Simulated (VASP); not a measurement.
Method: LDA (Ceperley-Alder, Perdew-Zunger), VASP's LDA PAW potentials (set 64) (plane waves; VASP 6.6.1).

Input for VASP

File POSCAR:
```
SiC
1
    1.4912058247    -2.5828440120    -0.0000000000
    1.4912058247     2.5828440120    -0.0000000000
    0.0000000000     0.0000000000     4.8930395725
Si C
2 2
Direct
  0.6666670000   0.3333330000   0.4996125739
  0.3333330000   0.6666670000   0.9996125739
  0.6666670000   0.3333330000   0.8753874261
  0.3333330000   0.6666670000   0.3753874261
```

### INCAR
```
# general
SYSTEM   =  SiC
PREC     =  Accurate
ENCUT    =  620
LREAL    =  .False.
LASPH    =  .True.

# electronic loop
EDIFF    =  1E-6
NELM     =  100
ALGO     =  Normal

# smearing
ISMEAR   =  0
SIGMA    =  0.05

# ions
IBRION   =  2
NSW      =  40
ISIF     =  3
EDIFFG   =  -0.02
PSTRESS  =  200

# output
LWAVE    =  .False.
LCHARG   =  .False.
```

**KPOINTS**
```
K-points
0
Gamma
  9 9 5
0 0 0
```

POTCAR, in this order: Si C (LDA.64 set). Program: vasp_std.

What does the run give for the energy per atom (σ→0), pressure, band gap (on the k-mesh)?

| Property | Value |
|---|---|
| energy per atom (σ→0) | -8.277 eV/atom |
| band gap (on the k-mesh) | 1.98 eV |
| pressure | 198.5 kbar |

### OSZICAR
```
...
DAV:   7    -0.331487362130E+02    0.19876E+00   -0.12047E+00  1100   0.746E+00    0.263E+00
DAV:   8    -0.331101748247E+02    0.38561E-01   -0.68467E-02  1032   0.189E+00    0.654E-01
DAV:   9    -0.331064096360E+02    0.37652E-02   -0.73964E-03  1064   0.655E-01    0.130E-01
DAV:  10    -0.331064358656E+02   -0.26230E-04   -0.38101E-04  1048   0.159E-01    0.603E-02
DAV:  11    -0.331064374863E+02   -0.16208E-05   -0.94932E-06  1108   0.307E-02    0.214E-02
DAV:  12    -0.331064359937E+02    0.14927E-05   -0.24211E-06   760   0.107E-02    0.347E-03
DAV:  13    -0.331064359455E+02    0.48108E-07   -0.88881E-07   636   0.622E-03
   1 F= -.28401390E+02 E0= -.28401390E+02  d E =-.284014E+02
```

The compound is SiC in the wurtzite structure, the rare 2H polytype. It was relaxed first under an external pressure of 20 GPa.
